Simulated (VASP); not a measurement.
Given:

```yaml
crystal:
  lattice:
    - [3.23102, 0.00000, 0.00000]
    - [0.00000, 3.23102, 0.00000]
    - [0.00000, 0.00000, 3.23102]
  atoms:
    - { symbol: Ga, position: [0.50000, 0.50000, 0.50000] }
    - { symbol: Ag, position: [0.00000, 0.00000, 0.00000] }
```

Calculation: PBEsol GGA, VASP's PBE PAW potentials (set 64) (plane waves; VASP). Numerical set-up: 400 eV cut-off, Gaussian smearing of 0.050 eV, potentials Ga_d Ag.

Question: Give the energies of bands 6 to 15 at the high-symmetry points, in eV from the Fermi level.

Answer: 
| band | Γ | X | M | R |
|---|---|---|---|---|
| 6 | -10.69 | -7.54 | -7.70 | -6.56 |
| 7 | -6.03 | -6.99 | -5.70 | -6.56 |
| 8 | -6.03 | -5.90 | -5.15 | -6.56 |
| 9 | -4.78 | -5.43 | -5.15 | -4.27 |
| 10 | -4.78 | -5.43 | -4.30 | -4.27 |
| 11 | -4.78 | -4.76 | -2.93 | -2.13 |
| 12 | 3.25 | -3.34 | -2.93 | 2.61 |
| 13 | 3.25 | 7.37 | -1.23 | 2.61 |
| 14 | 3.25 | 7.37 | 0.78 | 2.61 |
| 15 | 6.77 | 8.77 | 7.43 | 2.69 |

It has no gap at this level: it comes out as a metal or semimetal.

The structure comes from a computed database's GaAg entry (Pm-3m); how it stands against other phases isn't given here. It was relaxed first, which changed the volume by -8 %.
